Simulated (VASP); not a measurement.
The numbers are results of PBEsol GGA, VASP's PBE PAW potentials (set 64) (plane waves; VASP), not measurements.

A VASP calculation is set up with these files.

KPOINTS:
```
Regular mesh
0
gamma
  7 7 7
0 0 0
```

POSCAR:
```
GaAs
1.0
  0.0000000000   2.8250000000   2.8250000000
  2.8250000000   0.0000000000   2.8250000000
  2.8250000000   2.8250000000   0.0000000000
Ga As
1 1
Cartesian
  0.0000000000   0.0000000000   0.0000000000
  1.4125000000   1.4125000000   1.4125000000
```

### INCAR
```
# general
SYSTEM  = GaAs
PREC    = Accurate
ENCUT   = 400   # plane-wave cut-off (eV)
LREAL   = .False.   # projection in real space or not
LASPH   = .True.

# electronic loop
EDIFF   = 1E-6   # SCF stop (eV)
NELM    = 100   # most electronic steps
ALGO    = Normal   # blocked Davidson
LMAXMIX = 4   # l cut-off of mixed one-centre charges

# smearing
ISMEAR  = 0   # Gaussian
SIGMA   = 0.05

# functional
GGA     = PS   # PBEsol

# ions
IBRION  = 2   # conjugate gradients
NSW     = 60   # most ionic steps
ISIF    = 3   # ions, shape and volume
EDIFFG  = -0.01   # ionic stop

# output
LWAVE   = .False.
LCHARG  = .False.
```

POTCAR, in this order: Ga_d As (PBE.64 set). Program: vasp_std.

Q: What will the output report for the number of irreducible k-points (NKPTS), number of bands (NBANDS), largest plane-wave count, number of space-group operations, FFT grid (NGX, NGY, NGZ)?

A: 
```yaml
number of irreducible k-points (NKPTS): 20
number of bands (NBANDS): 13
largest_plane_wave_count: 869
number_of_space_group_operations: 24
FFT grid (NGX, NGY, NGZ): 28 × 28 × 28
```

The compound is GaAs in the zinc blende structure. This run relaxes it. Symmetry was kept, so distortions that lower it aren't found.
